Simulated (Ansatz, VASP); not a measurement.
**Be4CN: VASP beside Ansatz**

File INCAR:

```
SYSTEM = Be4CN
PREC = Accurate
ENCUT = 600
EDIFF = 1E-7
ISMEAR = 0
SIGMA = 0.1
LREAL = .False.
LASPH = .True.
NELM = 100
ALGO = Normal
ISIF = 3
LWAVE = .False.
LCHARG = .False.
GGA = PE
IBRION = 2
NSW = 100
EDIFFG = -0.01
```

The input KPOINTS:

```
regular mesh
0
Gamma
  12 12 10
  0 0 0
```

The input POSCAR:

```
Be4CN
1.0
    1.9736407596     -2.6088144544      0.0000000000
    1.9736407596      2.6088144544      0.0000000000
    0.0000000000      0.0000000000      4.3421391515
Be C N
4 1 1
Direct
    0.6803827982      0.3196172018      0.0000000000
    0.1876729101      0.8123270899      0.5000000000
    0.8123270899      0.1876729101      0.5000000000
    0.3196172018      0.6803827982      0.0000000000
    0.0000000000      0.0000000000      0.0000000000
    0.5000000000      0.5000000000      0.5000000000
```

Input for Ansatz:

```yaml
crystal:
  lattice:
    - [1.9736407596, -2.6088144544, 0.0]
    - [1.9736407596, 2.6088144544, 0.0]
    - [0.0, 0.0, 4.3421391515]
  atoms:
    - { symbol: Be, position: [0.6803827982, 0.3196172018, 0.0] }
    - { symbol: Be, position: [0.1876729101, 0.8123270899, 0.5] }
    - { symbol: Be, position: [0.8123270899, 0.1876729101, 0.5] }
    - { symbol: Be, position: [0.3196172018, 0.6803827982, 0.0] }
    - { symbol: C, position: [0.0, 0.0, 0.0] }
    - { symbol: "N", position: [0.5, 0.5, 0.5] }
basis:
  ecutwfc: 420
kpoints:
  mp_grid: { grid: [12, 12, 10] }
hamiltonian:
  xc: pbe
scf:
  occupations: { method: gaussian, width: 0.1 }
output:
  forces: true
  stress: true
  eigenvalues: true
  write_density: true
  write_potential: true
  elf: true
  volumetric_format: npy
relax:
  adjacent_minimum: "off"
  f_tol: 0.01
  max_steps: 80
  cell: { stress_tol: 0.05 }
```

Change from the starting cell: species swapped into the CaCeC4 type (Cmmm, No. 65).

Alike in both runs: task relaxation of cell and atoms; functional PBE; k mesh 12 × 12 × 10; occupations gaussian, width 0.1 eV; no spin polarisation.

|  | VASP | Ansatz |
| --- | --- | --- |
| version | VASP 6.6.1 | Ansatz 0.2.0 |
| potentials or method | VASP PAW PBE potentials, release 64 (Be, C, N) | scalar-relativistic, plane waves, PAW |
| plane-wave cutoff (eV) | 600 | 420 |
| valence electrons in the cell | 17 | 17 |

|  | VASP | Ansatz | Ansatz less VASP |
| --- | --- | --- | --- |
| gap on the k mesh at the Fermi level, each at its own relaxed structure (eV) | none | none | - |
| relaxed volume (Å³/atom) | 7.37 | 7.38 | +0.015 |
| relaxed cell length with the largest relative difference (Å) | 4.066 | 4.150 | +0.0844 |
| energy change over the relaxation (meV/atom) | -2 | -2 | +0.1 |

A gap of «none» marks a metal or a gap that the smearing closes.
